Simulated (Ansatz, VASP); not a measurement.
**One calculation of ZrNbP2, two programs**

```xyz
4
Lattice="4.5053 0.0000 0.0000 -2.2526 3.9017 0.0000 0.0000 0.0000 5.0130" Properties=species:S:1:pos:R:3 pbc="T T T"
Zr    0.0000    0.0000    0.0000
Nb    0.0000    0.0000    2.5065
P     0.0000    2.6011    2.5065
P     2.2526    1.3006    2.5065
```

Alike in both runs: functional PBE; k mesh 6 × 6 × 4; occupations gaussian, width 0.1 eV; no spin polarisation.

Ansatz relaxed the structure, and its values are those at the end. VASP's run is a single point on that final structure, the one shown.

```csv
,VASP,Ansatz
version,VASP 6.6.1,Ansatz 0.2.0
potentials or method,"VASP PAW PBE potentials, release 64 (Zr_sv, Nb_sv, P)","scalar-relativistic, plane waves, PAW"
plane-wave cutoff (eV),520,420
valence electrons in the cell,35,35
```

Ansatz gave:

- gap on the k mesh at the Fermi level (eV): none
- pressure (GPa): -0.1

**Question.** What did VASP give for the same quantities?

**Answer.** gap on the k mesh at the Fermi level (eV): none; pressure (GPa): -0.2.

A gap of «none» marks a metal or a gap that the smearing closes. With one functional, cell and mesh, what is left measures potentials, basis and numerics.
